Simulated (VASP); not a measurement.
# HPbNO4 (P1) in VASP: further runs

The runs below take HPbNO4 through density of states, with r2SCAN-EpsX, B3LYP, PBE0, r2SCAN0.

Program: VASP 6.6.1. These are calculated values, not measurements. Logs are shortened: lines on timing, memory, paths and dates and some standing lists are left out, and cuts for length are marked.

## 1. The structure

The typed cell holds 7 atoms: a = 3.858 Å, b = 5.535 Å, c = 6.055 Å, α = 106.62°, β = 93.97°, γ = 90.45°.

The cell was built by a generator and needn't be a form met in nature.

## 2. Density of states, r2SCAN-EpsX

POSCAR reads:

```
HPbNO4
1.0
    3.8540400000      0.1438400000      0.0901200000
   -0.2532000000      5.5269800000      0.1647100000
   -0.4819700000     -1.9272000000      5.7202500000
H Pb N O
1 1 1 4
Direct
    0.1091300000      0.6571800000      0.5446300000
    0.6102900000      0.5212700000      0.1510000000
    0.9158000000      0.9626300000      0.9586700000
    0.0138400000      0.1363900000      0.8808400000
    0.7239800000      0.0105700000      0.1285800000
    0.0038900000      0.7373200000      0.8704300000
    0.1192700000      0.5932400000      0.3765100000
```

INCAR.step1 reads:

```
SYSTEM = HPbNO4
  PREC = Accurate
  ENCUT = 520
  EDIFF = 1E-8
  ISMEAR = -1
  SIGMA = 0.05
  LREAL = .False.
  LASPH = .True.
  NELM = 60
  ALGO = Normal
  ISIF = 2
  LWAVE = .False.
  LCHARG = .False.
  GGA = PE
  LEPSILON = .True.
```

KPOINTS.step1 reads:

```
Automatic mesh
0
G
  7 5 5
  0 0 0
```

INCAR.step2 reads:

```
SYSTEM = HPbNO4
  PREC = Accurate
  ENCUT = 520
  EDIFF = 1E-5
  ISMEAR = -1
  SIGMA = 0.05
  LREAL = .False.
  LASPH = .True.
  NELM = 60
  ALGO = Normal
  ISIF = 2
  LWAVE = .True.
  LCHARG = .False.
  GGA = PE
```

KPOINTS.step2 reads:

```
Automatic mesh
0
Gamma
  4 3 3
  0 0 0
```

INCAR.step3 reads:

```
SYSTEM = HPbNO4
  PREC = Accurate
  ENCUT = 520
  EDIFF = 1E-6
  ISMEAR = -5
  SIGMA = 0.05
  LREAL = .False.
  LASPH = .True.
  NELM = 60
  ALGO = Normal
  ISIF = 2
  LWAVE = .False.
  LCHARG = .False.
  METAGGA = R2SCAN
  LHFCALC = .True.
  AEXX = 0.3649
  LMIXTAU = .True.
  PRECFOCK = Fast
  LORBIT = 11
  ISTART = 1
  NEDOS = 1001
```

KPOINTS.step3 reads:

```
Automatic mesh
0
Gamma
  4 3 3
  0 0 0
```

Potentials or basis: VASP PAW PBE potentials, release 64 (H, Pb_d, N, O).

The run is started by

```sh
$ cat potpaw_PBE.64/H/POTCAR potpaw_PBE.64/Pb_d/POTCAR potpaw_PBE.64/N/POTCAR potpaw_PBE.64/O/POTCAR > POTCAR
$ cp INCAR.step1 INCAR
$ cp KPOINTS.step1 KPOINTS
$ mpirun -np 8 vasp_std > vasp.out
$ cp INCAR.step2 INCAR
$ cp KPOINTS.step2 KPOINTS
$ mpirun -np 8 vasp_std > vasp.out
$ cp INCAR.step3 INCAR
$ cp KPOINTS.step3 KPOINTS
$ mpirun -np 8 vasp_std > vasp.out
```

OUTCAR:

```text
SYSTEM = HPbNO4
   PREC = Accurate
   ENCUT = 520
   EDIFF = 1E-6
   ISMEAR = -5
   LREAL = .False.
   LASPH = .True.
   NELM = 60
   ISIF = 2
   METAGGA = R2SCAN
   LHFCALC = .True.
   AEXX = 0.3649
   PRECFOCK = Fast
   LORBIT = 11
   ISTART = 1

 ion  position               nearest neighbor table
   1  0.109  0.657  0.545-   7 0.98
   2  0.610  0.521  0.151-   7 2.28   7 2.38   5 2.78   5 2.83   4 2.84   6 2.85
   3  0.916  0.963  0.959-   4 1.25   6 1.27   5 1.28
   4  0.014  0.136  0.881-   3 1.25   2 2.84
   5  0.724  0.011  0.129-   3 1.28   2 2.78   2 2.83
   6  0.004  0.737  0.870-   3 1.27   2 2.85
   7  0.119  0.593  0.377-   1 0.98   2 2.28   2 2.38

  LATTYP: Found a triclinic cell.
 ALAT       =     6.9506566964
 B/A-ratio  =     0.5550232440
 C/A-ratio  =     0.7963604173
 COS(alpha) =     0.0077737674
 COS(beta)  =     0.2535091708
 COS(gamma) =     0.4946358889

  Lattice vectors:

 A1 = (  -3.3720700000,   1.7833600000,  -5.8103700000)
 A2 = (  -3.8540400000,  -0.1438400000,  -0.0901200000)
 A3 = (  -0.2532000000,   5.5269800000,   0.1647100000)

Analysis of symmetry for initial positions (statically):
=====================================================================
 Subroutine PRICEL returns:
 Original cell was already a primitive cell.

 Routine SETGRP: Setting up the symmetry group for a
 triclinic supercell.

 Subroutine GETGRP returns: Found  1 space group operations
 (whereof  1 operations were pure point group operations)
 out of a pool of  2 trial point group operations.

The static configuration has the point symmetry C_1 .

Analysis of symmetry for dynamics (positions and initial velocities):
=====================================================================
 Subroutine PRICEL returns:
 Original cell was already a primitive cell.

 Routine SETGRP: Setting up the symmetry group for a
 triclinic supercell.

 Subroutine GETGRP returns: Found  1 space group operations
 (whereof  1 operations were pure point group operations)
 out of a pool of  2 trial point group operations.

The dynamic configuration has the point symmetry C_1 .

 Subroutine INISYM returns: Found  1 space group operations
 (whereof  1 operations are pure point group operations),
 and found     1 'primitive' translations

[... 122 lines left out ...]
  Fermi-wavevector in a.u.,A,eV,Ry     =   1.160402  2.192842 18.320693  1.346533
  Thomas-Fermi vector in A             =   2.296985
   LORBIT       =     11    0 simple, 1 ext, 2 COOP (PROOUT), +10 PAW based schemes
   METAGGA = R2SCAN    functional components
   LHFCALC =     T    Hartree Fock is set to
   PRECFOCK=fast      Normal, Fast or Accurate (Low or Medium for compatibility)
   ENCUT4O =  -1.0   cutoff for four orbital integrals eV
   NKREDX  =     1    reduce k-point grid by
   NKREDY  =     1    reduce k-point grid by
   NKREDZ  =     1    reduce k-point grid by
   AEXX    =    0.3649 exact exchange contribution
   HFSCREEN=    0.0000 screening length (either q_TF or 0.3 A-1)
   HFSCREENC=   0.0000 screening length for correlation (either q_TF or 0.3 A-1)
   ENCUTFOCK=  -1.0 apply spherical cutoff to Coloumb kernel
   IVDW    =     0    specifies the selected vdW correction
   LEPSILON=     F    determine dielectric tensor
   LRPA    =     F    only Hartree local field effects (RPA)
 non-spin polarized calculation
 Fermi weights with tetrahedron method with Bloechl corrections
  energy-cutoff  :      520.00
  volume of cell :      123.55
 maximum number of plane-waves:      3346
 NGX is ok and might be reduce to    30
  NGX = 16; NGY = 24; NGZ = 28

 number of electron      44.0000005 magnetization

 Free energy of the ion-electron system (eV)
  ---------------------------------------------------
  ext. energy  EPLUGINS =         0.00000000
  ---------------------------------------------------
  free energy    TOTEN  =       -98.62955546 eV

  energy without entropy =      -98.62955546  energy(sigma->0) =      -98.62955546

 E-fermi :  -2.6708     XC(G=0):  -5.4002

 val. band max:       -2.6976302241   @ k =   0.5000  -0.3333   0.3333
 cond. band min:       3.6834993501   @ k =   0.5000   0.0000   0.3333
 fundamental gap:      6.3811295741
 Fermi energy:        -2.6707907457

 k-point     1 :       0.0000    0.0000    0.0000
  band No.  band energies     occupation
      1     -32.3970      2.00000
      2     -26.3566      2.00000
      3     -26.0956      2.00000
      4     -23.3174      2.00000
      5     -19.8586      2.00000
      6     -19.8381      2.00000
[... 654 lines left out ...]
     31      12.3663      0.00000
     32      13.0044      0.00000

------------------------ aborting loop because EDIFF is reached ----------------------------------------

  FORCE on cell =-STRESS in cart. coord.  units (eV):
  Direction    XX          YY          ZZ          XY          YZ          ZX
  --------------------------------------------------------------------------------------
  -------------------------------------------------------------------------------------
  Total       -3.4053724     -4.4867174     -3.9665189     -0.0737336     -0.0220786      1.6165457
  in kB      -44.1594360    -58.1818630    -51.4361469     -0.9561458     -0.2863061     20.9626836
  external PRESSURE =     -51.2591487 kB  Pullay stress =       0.0000000 kB

 VOLUME and BASIS-vectors are now :
 -----------------------------------------------------------------------------
  energy-cutoff  :      520.00
  volume of cell :      123.55
      direct lattice vectors                 reciprocal lattice vectors
     3.854040000  0.143840000  0.090120000     0.258457951  0.011080161  0.025509840
    -0.253200000  5.526980000  0.164710000    -0.008065233  0.178786348  0.059555063
    -0.481970000 -1.927200000  5.720250000    -0.003839658 -0.005322572  0.172700798

 POSITION                                       TOTAL-FORCE (eV/Angst)
 -----------------------------------------------------------------------------------
     -0.00830      2.59831      3.23350         0.134489     -0.029711     -0.883079
      2.14732      2.67783      1.00462         0.098678      0.004204      0.229024
      2.82374      3.60462      5.72492         0.040115     -0.049398     -0.005237
     -0.40573     -0.94174      5.06234        -0.551582     -1.607070      0.677392
      2.72560     -0.08524      0.80250         1.149380      0.142541     -1.368069
     -0.59122      2.39822      5.10087        -0.633674      1.494172      0.832986
      0.12800      2.57037      2.26219        -0.237407      0.045262      0.516983
 -----------------------------------------------------------------------------------
    total drift:                                0.007173     -0.000607      0.002437

  FREE ENERGIE OF THE ION-ELECTRON SYSTEM (eV)
  ---------------------------------------------------
  free  energy   TOTEN  =       -98.6295554621 eV

  energy  without entropy=      -98.6295554621  energy(sigma->0) =      -98.62955546

 total charge

# of ion       s       p       d       tot
------------------------------------------
    1        0.591   0.129   0.000   0.720
    2        1.539   0.332   9.861  11.733
    3        1.232   2.554   0.000   3.786
    4        1.604   3.514   0.000   5.118
    5        1.600   3.503   0.000   5.103
    6        1.600   3.514   0.000   5.115
    7        1.569   3.571   0.000   5.140
--------------------------------------------------
tot          9.736  17.117   9.861  36.714
```

Run time: 15 min. Hardware: 8 MPI ranks of Intel Xeon Platinum 8488C (Sapphire Rapids), shared host; peak memory 0.45 GiB.

Results:

| Item | Value |
| --- | --- |
| Free energy | -98.6296 eV |
| Pressure | -5.1 GPa |
| Largest force | 1.829 eV/Å |
| Band gap on the k mesh | 6.38 eV, indirect (least direct gap 6.52 eV) |
| Valence electrons inside the program's atomic spheres | H 0.72; Pb 11.73; N 3.79; O 5.12, 5.10, 5.14 |

Forces in eV/Å, atoms in the order of the input:
```
H    0.134 -0.030 -0.883
Pb   0.099  0.004  0.229
N    0.040 -0.049 -0.005
O   -0.552 -1.607  0.677
O    1.149  0.143 -1.368
O   -0.634  1.494  0.833
O   -0.237  0.045  0.517
```

Stress tensor (GPa, compression positive):
```
-4.42 -0.10  2.10
-0.10 -5.82 -0.03
 2.10 -0.03 -5.14
```

Levels at points of the mesh, in eV from the valence-band top:
| k point | band 20 | band 21 | band 22 | band 23 | band 24 | band 25 |
| --- | --- | --- | --- | --- | --- | --- |
| (0.00, 0.00, 0.00) | -1.95 | -1.45 | -1.41 | 6.82 | 7.45 | 9.07 |
| (0.50, 0.00, 0.00) | -1.47 | -1.34 | -0.31 | 6.44 | 8.22 | 8.79 |

States per cell in windows of 1 eV (zero at the valence-band top; states under -8 eV left out):
| from (eV) | total | O7_p | O6_p | O4_p | O5_p | Pb2_s | N3_p |
| --- | --- | --- | --- | --- | --- | --- | --- |
| -8.0 | 1.60 | 0.33 | 0.04 | 0.04 | 0.03 | 0.59 | 0.03 |
| -7.0 | 0.40 | 0.07 | 0.01 | 0.01 | 0.01 | 0.18 | 0.01 |
| -6.0 | 0.93 | 0.38 | 0.03 | 0.02 | 0.02 | 0.06 | 0.01 |
| -5.0 | 1.07 | 0.28 | 0.09 | 0.06 | 0.10 | 0.10 | 0.01 |
| -4.0 | 3.16 | 0.26 | 0.60 | 0.60 | 0.58 | 0.04 | 0.04 |
| -3.0 | 4.70 | 0.37 | 0.96 | 0.94 | 0.94 | 0.03 | 0.01 |
| -2.0 | 4.23 | 1.18 | 0.54 | 0.57 | 0.59 | 0.12 | 0.00 |
| -1.0 | 1.65 | 0.49 | 0.11 | 0.11 | 0.08 | 0.35 | 0.01 |
| 0.0 | 0.00 | 0.00 | 0.00 | 0.00 | 0.00 | 0.00 | 0.00 |
| 1.0 | 0.00 | 0.00 | 0.00 | 0.00 | 0.00 | 0.00 | 0.00 |
| 2.0 | 0.00 | 0.00 | 0.00 | 0.00 | 0.00 | 0.00 | 0.00 |
| 3.0 | 0.00 | 0.00 | 0.00 | 0.00 | 0.00 | 0.00 | 0.00 |
| 4.0 | 0.00 | 0.00 | 0.00 | 0.00 | 0.00 | 0.00 | 0.00 |
| 5.0 | 0.00 | 0.00 | 0.00 | 0.00 | 0.00 | 0.00 | 0.00 |
| 6.0 | 2.02 | 0.02 | 0.18 | 0.21 | 0.19 | 0.01 | 0.61 |
| 7.0 | 0.99 | 0.03 | 0.03 | 0.03 | 0.03 | 0.00 | 0.04 |

Caveat: the standard files for N, O and F lose accuracy on very short bonds; the PAW data sets were made with another functional, which shifts forces and pressure a little; spin-orbit coupling is left out, which as a rule narrows the gap of such compounds by several tenths of an eV; an odd mesh through Γ misses points on the zone boundary, where band edges often lie.

## 3. Density of states, B3LYP

POSCAR is that of step 2.

INCAR.step1 reads:

```
  PREC = Accurate
  ENCUT = 520
  EDIFF = 1E-5
  ISMEAR = -1
  SIGMA = 0.05
  LREAL = False
  LASPH = True
  NELM = 60
  ALGO = Normal
  ISIF = 2
  LWAVE = True
  LCHARG = False
  GGA = PE
```

INCAR.step2 reads:

```
  PREC = Accurate
  ENCUT = 520
  EDIFF = 1E-6
  ISMEAR = -5
  SIGMA = 0.05
  LREAL = False
  LASPH = True
  NELM = 60
  ALGO = Normal
  ISIF = 2
  LWAVE = False
  LCHARG = False
  GGA = B3
  LHFCALC = True
  AEXX = 0.2
  AGGAX = 0.72
  AGGAC = 0.81
  ALDAC = 0.19
  PRECFOCK = Fast
  HFRCUT = -1
  LORBIT = 11
  ISTART = 1
  NEDOS = 1001
```

KPOINTS reads:

```
regular mesh
0
Gamma
  4 3 3
```

Potentials or basis: VASP PAW PBE potentials, release 64 (H, Pb_d, N, O).

The run is started by

```sh
$ cat potpaw_PBE.64/H/POTCAR potpaw_PBE.64/Pb_d/POTCAR potpaw_PBE.64/N/POTCAR potpaw_PBE.64/O/POTCAR > POTCAR
$ cp INCAR.step1 INCAR
$ mpirun -np 8 vasp_std > vasp.out
$ cp INCAR.step2 INCAR
$ mpirun -np 8 vasp_std > vasp.out
```

OUTCAR:

```text
PREC = Accurate
   ENCUT = 520
   EDIFF = 1E-6
   ISMEAR = -5
   LREAL = False
   LASPH = True
   NELM = 60
   ISIF = 2
   GGA = B3
   LHFCALC = True
   AEXX = 0.2
   PRECFOCK = Fast
   LORBIT = 11
   ISTART = 1

 ion  position               nearest neighbor table
   1  0.109  0.657  0.545-   7 0.98
   2  0.610  0.521  0.151-   7 2.28   7 2.38   5 2.78   5 2.83   4 2.84   6 2.85
   3  0.916  0.963  0.959-   4 1.25   6 1.27   5 1.28
   4  0.014  0.136  0.881-   3 1.25   2 2.84
   5  0.724  0.011  0.129-   3 1.28   2 2.78   2 2.83
[... 891 lines left out ...]
  energy-cutoff  :      520.00
  volume of cell :      123.55
      direct lattice vectors                 reciprocal lattice vectors
     3.854040000  0.143840000  0.090120000     0.258457951  0.011080161  0.025509840
    -0.253200000  5.526980000  0.164710000    -0.008065233  0.178786348  0.059555063
    -0.481970000 -1.927200000  5.720250000    -0.003839658 -0.005322572  0.172700798

 POSITION                                       TOTAL-FORCE (eV/Angst)
 -----------------------------------------------------------------------------------
     -0.00830      2.59831      3.23350         0.072907     -0.023348     -0.385950
      2.14732      2.67783      1.00462        -0.048176     -0.005872      0.030436
      2.82374      3.60462      5.72492         0.041703     -0.048464     -0.033847
     -0.40573     -0.94174      5.06234        -0.114697     -0.344942      0.141016
      2.72560     -0.08524      0.80250         0.258009      0.046120     -0.306776
     -0.59122      2.39822      5.10087        -0.137028      0.354515      0.183157
      0.12800      2.57037      2.26219        -0.072718      0.021992      0.371964
 -----------------------------------------------------------------------------------
    total drift:                                0.003861     -0.000522      0.000609

  FREE ENERGIE OF THE ION-ELECTRON SYSTEM (eV)
  ---------------------------------------------------
  free  energy   TOTEN  =       -50.1882854838 eV

  energy  without entropy=      -50.1882854838  energy(sigma->0) =      -50.18828548

 total charge

# of ion       s       p       d       tot
------------------------------------------
    1        0.595   0.124   0.000   0.720
    2        1.528   0.358   9.865  11.752
    3        1.214   2.587   0.000   3.801
    4        1.589   3.497   0.000   5.086
    5        1.586   3.484   0.000   5.071
    6        1.586   3.496   0.000   5.082
    7        1.557   3.549   0.000   5.106
--------------------------------------------------
tot          9.656  17.096   9.865  36.617
```

Wall time 8.3 min (8 MPI ranks of Intel Xeon Platinum 8259CL at 2.50GHz (Skylake/Cascade Lake), shared host); peak memory 0.18 GiB.

What came out:

* Free energy: -50.1883 eV
* Pressure: -0.6 GPa
* Largest force: 0.422 eV/Å
* Band gap on the k mesh: 4.77 eV, indirect (least direct gap 4.87 eV)
* Valence electrons inside the program's atomic spheres: H 0.72; Pb 11.75; N 3.80; O 5.09, 5.07, 5.08, 5.11

Forces on the atoms (eV/Å):
```
H    0.073 -0.023 -0.386
Pb  -0.048 -0.006  0.030
N    0.042 -0.048 -0.034
O   -0.115 -0.345  0.141
O    0.258  0.046 -0.307
O   -0.137  0.355  0.183
O   -0.073  0.022  0.372
```

States per cell in windows of 1 eV (zero at the valence-band top; states under -8 eV left out):
| from (eV) | total | O7_p | O4_p | O5_p | O6_p | Pb2_p | N3_p |
| --- | --- | --- | --- | --- | --- | --- | --- |
| -8.0 | 4.30 | 0.10 | 0.58 | 0.57 | 0.54 | 0.01 | 0.83 |
| -7.0 | 1.60 | 0.27 | 0.05 | 0.03 | 0.04 | 0.01 | 0.04 |
| -6.0 | 0.50 | 0.21 | 0.01 | 0.01 | 0.01 | 0.02 | 0.00 |
| -5.0 | 1.27 | 0.42 | 0.05 | 0.07 | 0.07 | 0.04 | 0.01 |
| -4.0 | 1.20 | 0.10 | 0.15 | 0.29 | 0.18 | 0.04 | 0.01 |
| -3.0 | 5.64 | 0.36 | 1.26 | 0.83 | 1.31 | 0.09 | 0.03 |
| -2.0 | 4.63 | 0.98 | 0.64 | 0.95 | 0.58 | 0.05 | 0.01 |
| -1.0 | 3.33 | 1.18 | 0.29 | 0.26 | 0.27 | 0.09 | 0.01 |
| 0.0 | 0.00 | 0.00 | 0.00 | 0.00 | 0.00 | 0.00 | 0.00 |
| 1.0 | 0.00 | 0.00 | 0.00 | 0.00 | 0.00 | 0.00 | 0.00 |
| 2.0 | 0.00 | 0.00 | 0.00 | 0.00 | 0.00 | 0.00 | 0.00 |
| 3.0 | 0.00 | 0.00 | 0.00 | 0.00 | 0.00 | 0.00 | 0.00 |
| 4.0 | 1.45 | 0.02 | 0.16 | 0.15 | 0.14 | 0.05 | 0.45 |
| 5.0 | 0.95 | 0.01 | 0.08 | 0.08 | 0.08 | 0.12 | 0.19 |
| 6.0 | 2.63 | 0.10 | 0.06 | 0.07 | 0.06 | 0.86 | 0.04 |
| 7.0 | 1.78 | 0.12 | 0.04 | 0.07 | 0.04 | 0.57 | 0.02 |

Caveat: the standard files for N, O and F lose accuracy on very short bonds; the PAW data sets were made with another functional, which shifts forces and pressure a little; spin-orbit coupling is left out, which as a rule narrows the gap of such compounds by several tenths of an eV; an odd mesh through Γ misses points on the zone boundary, where band edges often lie.

(Continued in part 2 of 2.)
